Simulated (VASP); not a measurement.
OSZICAR of a VASP run on Cs (bcc):

OSZICAR:
```
       N       E                     dE             d eps       ncg     rms          rms(c)
DAV:   1     0.523199777270E+02    0.52320E+02   -0.29785E+03   560   0.778E+02
DAV:   2     0.378637905584E+01   -0.48534E+02   -0.48088E+02   704   0.124E+02
DAV:   3    -0.946251381838E+00   -0.47326E+01   -0.47318E+01   608   0.452E+01
DAV:   4    -0.996064259373E+00   -0.49813E-01   -0.49813E-01  1000   0.579E+00
DAV:   5    -0.996077434798E+00   -0.13175E-04   -0.13175E-04   696   0.825E-02    0.150E-01
DAV:   6    -0.994462044519E+00    0.16154E-02   -0.23491E-03   928   0.264E-01    0.877E-02
DAV:   7    -0.993929670047E+00    0.53237E-03   -0.30708E-03   696   0.301E-01    0.390E-02
DAV:   8    -0.993956964509E+00   -0.27294E-04   -0.59595E-05   912   0.656E-02    0.382E-03
DAV:   9    -0.993957793686E+00   -0.82918E-06   -0.11617E-06   864   0.625E-03
   1 F= -.99395779E+00 E0= -.99326269E+00  d E =-.993958E+00
```

Question: Which electronic solver shows in the log?

Answer: It is blocked Davidson (ALGO = Normal, or the opening steps of other solvers). The INCAR had ALGO = Normal.

Question: Can the final energy be trusted as converged?

Answer: The run converged. It stopped with EDIFF = 1E-6, NELM = 100, NSW = 40 and EDIFFG = -0.02 after 1 ionic step (LDA (Ceperley-Alder, Perdew-Zunger), plane waves, VASP's LDA PAW potentials (set 64)).

The compound is Cs in the bcc structure. It was relaxed first, which changed the volume by -16 %.
